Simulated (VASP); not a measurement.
Input:

```
CELL_PARAMETERS angstrom
      4.16509     0.00000     0.00000
     -2.08254     3.60707     0.00000
      0.00000     0.00000     6.86437
ATOMIC_POSITIONS crystal
  Ga 0.00000 0.00000 0.00000
  Ga 0.00000 0.00000 0.50000
  Bi 0.33333 0.66667 0.25000
  Bi 0.66667 0.33333 0.75000
```

Calculation: PBEsol GGA, VASP's PBE PAW potentials (set 64) (plane waves; VASP). Numerical set-up: 400 eV cut-off, 11×11×6 Γ-centred mesh, tetrahedra with Blöchl corrections, potentials Ga_d Bi_d.

Unless said otherwise, spin-orbit coupling is left out, though it shifts the bands of the heavy elements here.

Problem. Estimate the energy per atom (σ→0), band gap (on the k-mesh) with the smallest direct gap where there is one.

Solution. 
```json
{
  "band gap (on the k-mesh)": "none (metal, semimetal or under 0.01 eV)",
  "energy per atom (σ→0)": "-3.714 eV/atom"
}
```

The absolute energy has meaning only against runs of the same code, potentials and settings.

The structure was generated: GaBi was put into the NiAs type type (P6_3/mmc), which need not be its known phase. It was relaxed first, which changed the volume by +8 %.
